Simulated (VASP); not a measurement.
Input:

```
CaCl2
1.0
    6.40060     0.00000     0.00000
    0.00000     6.40060     0.00000
    0.00000     0.00000     4.18006
Ca Cl
2 4
Direct
  0.50000   0.50000   0.50000
  0.00000   0.00000   0.00000
  0.69691   0.69691   0.00000
  0.30309   0.30309   0.00000
  0.80309   0.19691   0.50000
  0.19691   0.80309   0.50000
```

Level of theory: r2SCAN meta-GGA, VASP's PBE PAW potentials (set 64) (plane waves; VASP 6.6.1). Run with 400 eV cut-off, 4×4×6 Γ-centred mesh, tetrahedra with Blöchl corrections, potentials Ca_sv Cl.

Q: Give the energies of bands 14 to 27 at the high-symmetry points, in eV from the valence-band maximum.

A: 
```tsv
band	Γ	X	M	Z	R	A
14	-1.86	-2.25	-2.35	-1.99	-2.16	-2.41
15	-1.75	-1.31	-1.32	-1.83	-1.83	-1.96
16	-1.35	-1.31	-1.32	-1.83	-1.83	-1.96
17	-1.35	-1.27	-1.29	-1.50	-1.35	-1.32
18	-1.26	-1.27	-1.29	-1.50	-1.35	-1.32
19	-1.26	-1.16	-0.87	-1.13	-1.32	-1.11
20	-1.23	-1.16	-0.87	-1.13	-1.32	-1.11
21	-0.51	-0.84	-0.67	-0.84	-0.68	-0.51
22	-0.26	-0.84	-0.67	-0.84	-0.68	-0.51
23	-0.26	-0.32	-0.64	-0.66	-0.52	-0.36
24	0.00	-0.32	-0.64	-0.66	-0.52	-0.36
25	5.95	6.38	6.26	6.98	6.29	6.83
26	6.15	6.38	6.26	6.99	6.29	6.83
27	6.64	7.26	7.02	7.01	7.29	6.85
```

The gap is direct, 5.95 eV, from the valence maximum at Γ to the conduction minimum at Γ.

The structure comes from a computed database's CaCl2 entry (P4_2/mnm); how it stands against other phases isn't given here. It was relaxed first.
